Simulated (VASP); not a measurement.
An input for Ansatz (written as the equivalent of a VASP run, and not itself run):

Ansatz 0.2 input:
```yaml
crystal:
  lattice:
    - [0.0000000, 3.2540290, 3.2540290]
    - [3.2540290, 0.0000000, 3.2540290]
    - [3.2540290, 3.2540290, 0.0000000]
  atoms:
    - { symbol: Na, position: [0.2500000, 0.2500000, 0.2500000] }
    - { symbol: Na, position: [0.7500000, 0.7500000, 0.7500000] }
    - { symbol: S, position: [0.0000000, 0.0000000, 0.0000000] }
kpoints:
  mp_grid: { grid: [7, 7, 7] }
hamiltonian:
  xc: pbe
  pseudopotentials: { kind: paw }
scf:
  occupations: { method: gaussian, width: 0.01 }
  max_iter: 100
output: { forces: true, stress: true, eigenvalues: true }
```

Task: Translate this input to VASP (INCAR, KPOINTS, POSCAR, choice of POTCAR).

Result: Several could match; the one computed here: 
KPOINTS:
```
K-points
0
G
7 7 7
0 0 0
```

INCAR:
```
SYSTEM = Na2S
PREC = Accurate
ENCUT = 300
EDIFF = 1E-6
NELM = 100
ALGO = Normal
LREAL = .FALSE.
LASPH = .TRUE.
ISMEAR = 0
SIGMA = 0.01
GGA = PE
LWAVE = .FALSE.
LCHARG = .FALSE.
ISIF = 2
NBANDS = 10
```

### POSCAR
```
Na2S
1
    0.0000000000     3.2540290000     3.2540290000
    3.2540290000     0.0000000000     3.2540290000
    3.2540290000     3.2540290000     0.0000000000
Na S
2 1
Direct
  0.2500000000   0.2500000000   0.2500000000
  0.7500000000   0.7500000000   0.7500000000
  0.0000000000   0.0000000000   0.0000000000
```

POTCAR, in this order: Na_pv S (PBE.64 set). Program: vasp_std.

The two are equivalent in intent, not identical: each code has its own PAW files, so the cut-off isn't converted (ENCUT is set for VASP's; basis.ecutwfc is left out, and Ansatz then takes the one that its files recommend); Ansatz stops its SCF on the density residual and VASP on the energy change (EDIFF); the number of bands isn't carried over, since the valence differs with the files.

The structure comes from a computed database's Na2S entry; how it stands against other phases isn't given here. The cell was not relaxed at this level. The run is one of a series of settings (NBANDS = 10 against the base run), some of them coarse on purpose.
